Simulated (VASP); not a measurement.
Level of theory: PBE GGA, VASP's PBE PAW potentials (set 64) (plane waves; VASP).

VASP ran on this input.

POSCAR:
```
Ti
1
    1.5045000000    -2.6058700000     0.0000000000
    1.5045000000     2.6058700000     0.0000000000
    0.0000000000     0.0000000000     4.7736000000
Ti
2
Direct
  0.3333330000   0.6666670000   0.2500000000
  0.6666670000   0.3333330000   0.7500000000
```

INCAR:
```
SYSTEM = Ti
PREC = Accurate; ENCUT = 400; LREAL = .False.
LASPH = .True.
EDIFF = 1E-6; NELM = 100; ALGO = Damped
LMAXMIX = 4
ISMEAR = 1; SIGMA = 0.1
GGA = PE
ISIF = 2
LWAVE = .False.; LCHARG = .False.
```

**KPOINTS**
```
Regular mesh
0
Gamma
 13 13 7
```

POTCAR, in this order: Ti_sv (PBE.64 set). Program: vasp_std.

The resulting files:

OSZICAR:
```
...
DMP:  12    -0.154572441096E+02   -0.50584E-01   -0.41733E-01  1344   0.986E-01   0.151E-01
DMP:  13    -0.154918991901E+02   -0.34655E-01   -0.27960E-01  1344   0.437E-01   0.686E-01
DMP:  14    -0.155136092209E+02   -0.21710E-01   -0.18963E-01  1344   0.330E-01   0.378E-01
DMP:  15    -0.155310108884E+02   -0.17402E-01   -0.13758E-01  1344   0.195E-01   0.391E-01
DMP:  16    -0.155434040663E+02   -0.12393E-01   -0.10054E-01  1344   0.147E-01   0.272E-01
DMP:  17    -0.155527454553E+02   -0.93414E-02   -0.72526E-02  1344   0.998E-02   0.213E-01
DMP:  18    -0.155594891579E+02   -0.67437E-02   -0.53528E-02  1344   0.748E-02   0.155E-01
DMP:  19    -0.155645236122E+02   -0.50345E-02   -0.39800E-02  1344   0.547E-02   0.117E-01
DMP:  20    -0.155682921259E+02   -0.37685E-02   -0.30361E-02  1344   0.421E-02   0.885E-02
DMP:  21    -0.155711794412E+02   -0.28873E-02   -0.23346E-02  1344   0.323E-02   0.681E-02
DMP:  22    -0.155734089166E+02   -0.22295E-02   -0.18083E-02  1344   0.250E-02   0.529E-02
DMP:  23    -0.155751411963E+02   -0.17323E-02   -0.14125E-02  1344   0.196E-02   0.413E-02
DMP:  24    -0.155764998850E+02   -0.13587E-02   -0.11207E-02  1344   0.156E-02   0.325E-02
DMP:  25    -0.155775819343E+02   -0.10820E-02   -0.90745E-03  1344   0.127E-02   0.260E-02
DMP:  26    -0.155784608581E+02   -0.87892E-03   -0.74622E-03  1344   0.106E-02   0.212E-02
DMP:  27    -0.155791858130E+02   -0.72495E-03   -0.62473E-03  1344   0.891E-03   0.176E-02
DMP:  28    -0.155797945505E+02   -0.60874E-03   -0.53298E-03  1344   0.767E-03   0.148E-02
DMP:  29    -0.155803153666E+02   -0.52082E-03   -0.46422E-03  1344   0.675E-03   0.127E-02
DMP:  30    -0.155807701986E+02   -0.45483E-03   -0.41219E-03  1344   0.605E-03   0.111E-02
DMP:  31    -0.155811750534E+02   -0.40485E-03   -0.37487E-03  1344   0.558E-03   0.993E-03
DMP:  32    -0.155815440355E+02   -0.36898E-03   -0.35081E-03  1344   0.530E-03   0.907E-03
DMP:  33    -0.155818899287E+02   -0.34589E-03   -0.33379E-03  1344   0.509E-03   0.852E-03
DMP:  34    -0.155822194387E+02   -0.32951E-03   -0.31868E-03  1344   0.486E-03   0.813E-03
DMP:  35    -0.155825342763E+02   -0.31484E-03   -0.30663E-03  1344   0.470E-03   0.777E-03
DMP:  36    -0.155828373381E+02   -0.30306E-03   -0.29507E-03  1344   0.452E-03   0.749E-03
DMP:  37    -0.155831290273E+02   -0.29169E-03   -0.28407E-03  1344   0.435E-03   0.721E-03
DMP:  38    -0.155834098450E+02   -0.28082E-03   -0.27330E-03  1344   0.418E-03   0.694E-03
DMP:  39    -0.155836799773E+02   -0.27013E-03   -0.26274E-03  1344   0.402E-03   0.667E-03
DMP:  40    -0.155839396179E+02   -0.25964E-03   -0.25265E-03  1344   0.387E-03   0.641E-03
DMP:  41    -0.155841892123E+02   -0.24959E-03   -0.24302E-03  1344   0.372E-03   0.616E-03
DMP:  42    -0.155844292107E+02   -0.24000E-03   -0.23355E-03  1344   0.358E-03   0.592E-03
DMP:  43    -0.155846597672E+02   -0.23056E-03   -0.22417E-03  1344   0.343E-03   0.569E-03
DMP:  44    -0.155848809747E+02   -0.22121E-03   -0.21475E-03  1344   0.329E-03   0.545E-03
DMP:  45    -0.155850928005E+02   -0.21183E-03   -0.20653E-03  1344   0.317E-03   0.522E-03
DMP:  46    -0.155852964327E+02   -0.20363E-03   -0.19837E-03  1344   0.304E-03   0.502E-03
DMP:  47    -0.155854919482E+02   -0.19552E-03   -0.19041E-03  1344   0.292E-03   0.482E-03
DMP:  48    -0.155856795444E+02   -0.18760E-03   -0.18230E-03  1344   0.279E-03   0.462E-03
DMP:  49    -0.155858590979E+02   -0.17955E-03   -0.17435E-03  1344   0.267E-03   0.442E-03
DMP:  50    -0.155860307784E+02   -0.17168E-03   -0.16665E-03  1344   0.255E-03   0.422E-03
DMP:  51    -0.155861948528E+02   -0.16407E-03   -0.15932E-03  1344   0.244E-03   0.404E-03
DMP:  52    -0.155863516860E+02   -0.15683E-03   -0.15219E-03  1344   0.233E-03   0.386E-03
DMP:  53    -0.155865014987E+02   -0.14981E-03   -0.14539E-03  1344   0.223E-03   0.369E-03
DMP:  54    -0.155866446288E+02   -0.14313E-03   -0.13869E-03  1344   0.212E-03   0.352E-03
DMP:  55    -0.155867812224E+02   -0.13659E-03   -0.13237E-03  1344   0.203E-03   0.336E-03
DMP:  56    -0.155869116417E+02   -0.13042E-03   -0.12652E-03  1344   0.194E-03   0.321E-03
DMP:  57    -0.155870363410E+02   -0.12470E-03   -0.12084E-03  1344   0.185E-03   0.307E-03
DMP:  58    -0.155871554624E+02   -0.11912E-03   -0.11535E-03  1344   0.176E-03   0.293E-03
DMP:  59    -0.155872691765E+02   -0.11371E-03   -0.10986E-03  1344   0.168E-03   0.280E-03
DMP:  60    -0.155873774826E+02   -0.10831E-03   -0.10467E-03  1344   0.160E-03   0.267E-03
DMP:  61    -0.155874806753E+02   -0.10319E-03   -0.99737E-04  1344   0.152E-03   0.254E-03
DMP:  62    -0.155875790085E+02   -0.98333E-04   -0.95090E-04  1344   0.145E-03   0.242E-03
DMP:  63    -0.155876727641E+02   -0.93756E-04   -0.90700E-04  1344   0.139E-03   0.231E-03
DMP:  64    -0.155877622019E+02   -0.89438E-04   -0.86564E-04  1344   0.132E-03   0.220E-03
DMP:  65    -0.155878475789E+02   -0.85377E-04   -0.82846E-04  1344   0.127E-03   0.210E-03
DMP:  66    -0.155879293152E+02   -0.81736E-04   -0.79251E-04  1344   0.121E-03   0.202E-03
DMP:  67    -0.155880075358E+02   -0.78221E-04   -0.75885E-04  1344   0.116E-03   0.193E-03
DMP:  68    -0.155880824707E+02   -0.74935E-04   -0.72758E-04  1344   0.111E-03   0.185E-03
DMP:  69    -0.155881543582E+02   -0.71887E-04   -0.69834E-04  1344   0.107E-03   0.178E-03
DMP:  70    -0.155882233976E+02   -0.69039E-04   -0.67108E-04  1344   0.103E-03   0.171E-03
DMP:  71    -0.155882897784E+02   -0.66381E-04   -0.64547E-04  1344   0.987E-04   0.164E-03
DMP:  72    -0.155883536580E+02   -0.63880E-04   -0.62092E-04  1344   0.949E-04   0.158E-03
DMP:  73    -0.155884151262E+02   -0.61468E-04   -0.59745E-04  1344   0.913E-04   0.152E-03
DMP:  74    -0.155884742873E+02   -0.59161E-04   -0.57481E-04  1344   0.878E-04   0.146E-03
DMP:  75    -0.155885312157E+02   -0.56928E-04   -0.55369E-04  1344   0.846E-04   0.141E-03
DMP:  76    -0.155885860549E+02   -0.54839E-04   -0.53283E-04  1344   0.814E-04   0.136E-03
DMP:  77    -0.155886388268E+02   -0.52772E-04   -0.51248E-04  1344   0.782E-04   0.131E-03
DMP:  78    -0.155886895780E+02   -0.50751E-04   -0.49272E-04  1344   0.752E-04   0.126E-03
DMP:  79    -0.155887383672E+02   -0.48789E-04   -0.47305E-04  1344   0.721E-04   0.121E-03
DMP:  80    -0.155887852032E+02   -0.46836E-04   -0.45395E-04  1344   0.692E-04   0.116E-03
DMP:  81    -0.155888301455E+02   -0.44942E-04   -0.43578E-04  1344   0.665E-04   0.111E-03
DMP:  82    -0.155888732849E+02   -0.43139E-04   -0.41968E-04  1344   0.641E-04   0.107E-03
DMP:  83    -0.155889148239E+02   -0.41539E-04   -0.40421E-04  1344   0.618E-04   0.103E-03
DMP:  84    -0.155889548277E+02   -0.40004E-04   -0.38870E-04  1344   0.594E-04   0.990E-04
DMP:  85    -0.155889932941E+02   -0.38466E-04   -0.37392E-04  1344   0.571E-04   0.951E-04
DMP:  86    -0.155890302956E+02   -0.37002E-04   -0.35967E-04  1344   0.550E-04   0.915E-04
DMP:  87    -0.155890658853E+02   -0.35590E-04   -0.34601E-04  1344   0.529E-04   0.880E-04
DMP:  88    -0.155891001226E+02   -0.34237E-04   -0.33310E-04  1344   0.509E-04   0.847E-04
DMP:  89    -0.155891330809E+02   -0.32958E-04   -0.32148E-04  1344   0.492E-04   0.815E-04
DMP:  90    -0.155891648886E+02   -0.31808E-04   -0.31037E-04  1344   0.475E-04   0.787E-04
DMP:  91    -0.155891955933E+02   -0.30705E-04   -0.29973E-04  1344   0.459E-04   0.759E-04
DMP:  92    -0.155892252437E+02   -0.29650E-04   -0.28950E-04  1344   0.444E-04   0.733E-04
DMP:  93    -0.155892538798E+02   -0.28636E-04   -0.27997E-04  1344   0.429E-04   0.708E-04
DMP:  94    -0.155892815697E+02   -0.27690E-04   -0.27101E-04  1344   0.416E-04   0.685E-04
DMP:  95    -0.155893083721E+02   -0.26802E-04   -0.26304E-04  1344   0.405E-04   0.663E-04
DMP:  96    -0.155893343873E+02   -0.26015E-04   -0.25575E-04  1344   0.394E-04   0.643E-04
DMP:  97    -0.155893596803E+02   -0.25293E-04   -0.24889E-04  1344   0.383E-04   0.625E-04
DMP:  98    -0.155893842980E+02   -0.24618E-04   -0.24444E-04  1344   0.379E-04   0.609E-04
DMP:  99    -0.155894084750E+02   -0.24177E-04   -0.24004E-04  1344   0.372E-04   0.598E-04
DMP: 100    -0.155894322175E+02   -0.23742E-04   -0.23653E-04  1344   0.367E-04   0.587E-04
   1 F= -.15589432E+02 E0= -.15589599E+02  d E =0.500759E-03
```

### OUTCAR
```
------------------------ aborting loop EDIFF was not reached (unconverged)  ----------------------------
  FORCE on cell =-STRESS in cart. coord.  units (eV):
  Direction    XX          YY          ZZ          XY          YZ          ZX
  --------------------------------------------------------------------------------------
  Total       -1.8401480     -1.8401474     -1.9554773      0.0000000      0.0000000      0.0000000
  in kB      -78.7666515    -78.7666249    -83.7032673      0.0000000      0.0000000      0.0000000
  external PRESSURE =     -80.4121813 kB  Pullay stress =       0.0000000 kB
  volume of cell :       37.43
      direct lattice vectors                 reciprocal lattice vectors
     1.504500000 -2.605870000  0.000000000     0.332336324 -0.191874499  0.000000000
     1.504500000  2.605870000  0.000000000     0.332336324  0.191874499  0.000000000
     0.000000000  0.000000000  4.773600000     0.000000000  0.000000000  0.209485504
 POSITION                                       TOTAL-FORCE (eV/Angst)
 -----------------------------------------------------------------------------------
      1.50450      0.86863      1.19340        -0.000000     -0.000000      0.000000
      1.50450     -0.86863      3.58020         0.000000      0.000000      0.000000
 -----------------------------------------------------------------------------------
    total drift:                                0.000198      0.001073     -0.000018
  FREE ENERGIE OF THE ION-ELECTRON SYSTEM (eV)
  ---------------------------------------------------
  free  energy   TOTEN  =       -15.5894322175 eV

  energy  without entropy=      -15.5899329763  energy(sigma->0) =      -15.58959914
```
(Selected blocks of OUTCAR.)

### stdout
```
...
DMP:  82    -0.155888732849E+02   -0.43139E-04   -0.41968E-04  1344   0.641E-04   0.107E-03
DMP:  83    -0.155889148239E+02   -0.41539E-04   -0.40421E-04  1344   0.618E-04   0.103E-03
DMP:  84    -0.155889548277E+02   -0.40004E-04   -0.38870E-04  1344   0.594E-04   0.990E-04
DMP:  85    -0.155889932941E+02   -0.38466E-04   -0.37392E-04  1344   0.571E-04   0.951E-04
DMP:  86    -0.155890302956E+02   -0.37002E-04   -0.35967E-04  1344   0.550E-04   0.915E-04
DMP:  87    -0.155890658853E+02   -0.35590E-04   -0.34601E-04  1344   0.529E-04   0.880E-04
DMP:  88    -0.155891001226E+02   -0.34237E-04   -0.33310E-04  1344   0.509E-04   0.847E-04
DMP:  89    -0.155891330809E+02   -0.32958E-04   -0.32148E-04  1344   0.492E-04   0.815E-04
DMP:  90    -0.155891648886E+02   -0.31808E-04   -0.31037E-04  1344   0.475E-04   0.787E-04
DMP:  91    -0.155891955933E+02   -0.30705E-04   -0.29973E-04  1344   0.459E-04   0.759E-04
DMP:  92    -0.155892252437E+02   -0.29650E-04   -0.28950E-04  1344   0.444E-04   0.733E-04
DMP:  93    -0.155892538798E+02   -0.28636E-04   -0.27997E-04  1344   0.429E-04   0.708E-04
DMP:  94    -0.155892815697E+02   -0.27690E-04   -0.27101E-04  1344   0.416E-04   0.685E-04
DMP:  95    -0.155893083721E+02   -0.26802E-04   -0.26304E-04  1344   0.405E-04   0.663E-04
DMP:  96    -0.155893343873E+02   -0.26015E-04   -0.25575E-04  1344   0.394E-04   0.643E-04
DMP:  97    -0.155893596803E+02   -0.25293E-04   -0.24889E-04  1344   0.383E-04   0.625E-04
DMP:  98    -0.155893842980E+02   -0.24618E-04   -0.24444E-04  1344   0.379E-04   0.609E-04
DMP:  99    -0.155894084750E+02   -0.24177E-04   -0.24004E-04  1344   0.372E-04   0.598E-04
DMP: 100    -0.155894322175E+02   -0.23742E-04   -0.23653E-04  1344   0.367E-04   0.587E-04
 final diagonalization occupied

 -----------------------------------------------------------------------------
|                                                                             |
|           W    W    AA    RRRRR   N    N  II  N    N   GGGG   !!!           |
|           W    W   A  A   R    R  NN   N  II  NN   N  G    G  !!!           |
|           W    W  A    A  R    R  N N  N  II  N N  N  G       !!!           |
|           W WW W  AAAAAA  RRRRR   N  N N  II  N  N N  G  GGG   !            |
|           WW  WW  A    A  R   R   N   NN  II  N   NN  G    G                |
|           W    W  A    A  R    R  N    N  II  N    N   GGGG   !!!           |
|                                                                             |
|     The electronic self-consistency was not achieved in the given           |
|     number of steps (NELM). The forces and other quantities evaluated       |
|     might not be reliable so examine the results carefully. If you find     |
|     spurious results, we suggest increasing NELM, if you were close to      |
|     convergence or switching to a different ALGO or adjusting the           |
|     density mixing parameters otherwise.                                    |
|                                                                             |
 -----------------------------------------------------------------------------

   1 F= -.15589432E+02 E0= -.15589599E+02  d E =0.500759E-03
```

Convergence was not reached.

The compound is Ti in the hcp structure. The cell was not relaxed at this level. The run is one of a series of settings (ALGO = Damped against the base run), some of them coarse on purpose.
